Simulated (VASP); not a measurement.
All values below come from optB88-vdW, VASP's PBE PAW potentials (set 64) (plane waves; VASP).

Input for VASP

File KPOINTS:
```
Automatic mesh
0
Gamma
15 15 15
0 0 0
```

POSCAR:
```
Ag
1
    0.0000000000     2.0431451876     2.0431451876
    2.0431451876     0.0000000000     2.0431451876
    2.0431451876     2.0431451876     0.0000000000
Ag
1
Direct
  0.0000000000   0.0000000000   0.0000000000
```

**INCAR**
```
# general
SYSTEM  =Ag
PREC    =Accurate
ENCUT   =520
LREAL   =.FALSE.   # projection in real space or not
LASPH   =.TRUE.

# electronic loop
EDIFF   =1E-7
NELM    =100
ALGO    =Normal   # blocked Davidson
LMAXMIX =4   # l cut-off of mixed one-centre charges

# smearing
ISMEAR  =1   # Methfessel-Paxton
SIGMA   =0.1

# functional
GGA     =BO
LUSE_VDW=.TRUE.
AGGAC   =0.0
PARAM1  =0.1833333333
PARAM2  =0.22

# ions
ISIF    =2

# output
LWAVE   =.FALSE.
LCHARG  =.FALSE.
```

POTCAR, in this order: Ag (PBE.64 set). Program: vasp_std.

The run wrote:

File OUTCAR:
```
 ion  position               nearest neighbor table
   1  0.000  0.000  0.000-
  LATTYP: Found a face centered cubic cell.
 ALAT       =     4.0862903752
 Subroutine PRICEL returns:
 Original cell was already a primitive cell.
 Subroutine GETGRP returns: Found 48 space group operations
The static configuration has the point symmetry O_h .
The dynamic configuration has the point symmetry O_h .
 Subroutine INISYM returns: Found 48 space group operations
 Subroutine IBZKPT returns following result:
 Found    120 irreducible k-points:

 Following reciprocal coordinates:
            Coordinates               Weight
  0.000000  0.000000  0.000000      1.000000
  0.066667  0.000000  0.000000      8.000000
  0.133333  0.000000  0.000000      8.000000
  0.200000  0.000000  0.000000      8.000000
  0.266667  0.000000  0.000000      8.000000
  0.333333  0.000000  0.000000      8.000000
  0.400000  0.000000  0.000000      8.000000
  0.466667  0.000000  0.000000      8.000000
  0.066667  0.066667  0.000000      6.000000
  0.133333  0.066667  0.000000     24.000000
...
```

File OSZICAR:
```
       N       E                     dE             d eps       ncg     rms          rms(c)
DAV:   1     0.482679752207E+02    0.48268E+02   -0.57356E+03  2192   0.110E+03
DAV:   2     0.487043358779E+00   -0.47781E+02   -0.45755E+02  2213   0.210E+02
DAV:   3     0.112019199429E+00   -0.37502E+00   -0.37491E+00  2562   0.228E+01
DAV:   4     0.111263702139E+00   -0.75550E-03   -0.75549E-03  2543   0.968E-01
DAV:   5     0.111259545088E+00   -0.41571E-05   -0.41564E-05  2403   0.669E-02    0.509E+00
DAV:   6     0.349779108384E+00    0.23852E+00   -0.11188E+00  2200   0.115E+01    0.324E+00
DAV:   7     0.358991088755E+00    0.92120E-02   -0.10254E-02  2347   0.115E+00    0.180E+00
DAV:   8     0.362424014285E+00    0.34329E-02   -0.71890E-04  2230   0.299E-01    0.619E-02
DAV:   9     0.362412200737E+00   -0.11814E-04   -0.70291E-06  2568   0.238E-02    0.113E-02
DAV:  10     0.362406920035E+00   -0.52807E-05   -0.48025E-06  2343   0.277E-02    0.251E-03
DAV:  11     0.362407046904E+00    0.12687E-06   -0.61474E-08  1899   0.260E-03    0.475E-04
DAV:  12     0.362407091075E+00    0.44172E-07   -0.12391E-08  1119   0.133E-03
   1 F= 0.36240709E+00 E0= 0.36251842E+00  d E =-.333992E-03
```

### OUTCAR
```
------------------------ aborting loop because EDIFF is reached ----------------------------------------
  FORCE on cell =-STRESS in cart. coord.  units (eV):
  Direction    XX          YY          ZZ          XY          YZ          ZX
  --------------------------------------------------------------------------------------
  Total        0.3371606      0.3371606      0.3371606     -0.0000000     -0.0000000     -0.0000000
  in kB       31.6679310     31.6679310     31.6679310     -0.0000000     -0.0000000     -0.0000000
  external PRESSURE =      31.6679310 kB  Pullay stress =       0.0000000 kB
  volume of cell :       17.06
      direct lattice vectors                 reciprocal lattice vectors
     0.000000000  2.043145188  2.043145188    -0.244720739  0.244720739  0.244720739
     2.043145188  0.000000000  2.043145188     0.244720739 -0.244720739  0.244720739
     2.043145188  2.043145188  0.000000000     0.244720739  0.244720739 -0.244720739
 POSITION                                       TOTAL-FORCE (eV/Angst)
 -----------------------------------------------------------------------------------
      0.00000      0.00000      0.00000         0.000000      0.000000     -0.000000
 -----------------------------------------------------------------------------------
    total drift:                               -0.000000      0.000000     -0.000000
  FREE ENERGIE OF THE ION-ELECTRON SYSTEM (eV)
  ---------------------------------------------------
  free  energy   TOTEN  =         0.3624070911 eV

  energy  without entropy=        0.3627410828  energy(sigma->0) =        0.36251842
```
(Selected blocks of OUTCAR.)

The compound is Ag in the fcc structure. This cell is one point of a volume scan, at 0.97 of the reference volume.
